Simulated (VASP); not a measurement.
Input for VASP

### KPOINTS
```
Automatic mesh
0
Gamma
9 9 9
0 0 0
```

**INCAR**
```
# general
SYSTEM   =  CuCl
PREC     =  Accurate
ENCUT    =  500
LREAL    =  F
LASPH    =  T   # aspherical one-centre terms

# electronic loop
EDIFF    =  1E-6   # SCF stop (eV)
NELM     =  100
ALGO     =  Normal   # blocked Davidson
LMAXMIX  =  4

# smearing
ISMEAR   =  0
SIGMA    =  0.05   # width (eV)

# ions
IBRION   =  2
NSW      =  40   # most ionic steps
ISIF     =  3   # ions, shape and volume
EDIFFG   =  -0.02

# output
LWAVE    =  F
LCHARG   =  F
```

### POSCAR
```
CuCl
1
    0.0000000000     2.6066642810     2.6066642810
    2.6066642810    -0.0000000000     2.6066642810
    2.6066642810     2.6066642810     0.0000000000
Cu Cl
1 1
Direct
  0.0000000000   1.0000000000   0.0000000000
  0.2500000000   0.2500000000   0.2500000000
```

POTCAR, in this order: Cu Cl (LDA.64 set). Program: vasp_std.

Question: Write an equivalent input for Ansatz.

Answer: One equivalent input (not run):
Ansatz 0.2 input:
```yaml
crystal:
  lattice:
    - [0.0000000, 2.6066643, 2.6066643]
    - [2.6066643, 0.0000000, 2.6066643]
    - [2.6066643, 2.6066643, 0.0000000]
  atoms:
    - { symbol: Cu, position: [0.0000000, 1.0000000, 0.0000000] }
    - { symbol: Cl, position: [0.2500000, 0.2500000, 0.2500000] }
kpoints:
  mp_grid: { grid: [9, 9, 9] }
hamiltonian:
  xc: lda
  pseudopotentials: { kind: paw }
scf:
  occupations: { method: gaussian, width: 0.05 }
  max_iter: 100
relax:
  max_steps: 40
  f_tol: 0.02
  cell: {}
output: { forces: true, stress: true, eigenvalues: true }
```
Limits of the translation: each code has its own PAW files, so the cut-off isn't converted (ENCUT is set for VASP's; basis.ecutwfc is left out, and Ansatz then takes the one that its files recommend); Ansatz stops its SCF on the density residual and VASP on the energy change (EDIFF); Ansatz's lda is the Perdew-Wang form, while the LDA potentials of VASP carry Perdew-Zunger's.

The compound is CuCl in the zinc blende structure. It was relaxed first, which changed the volume by -11 %.
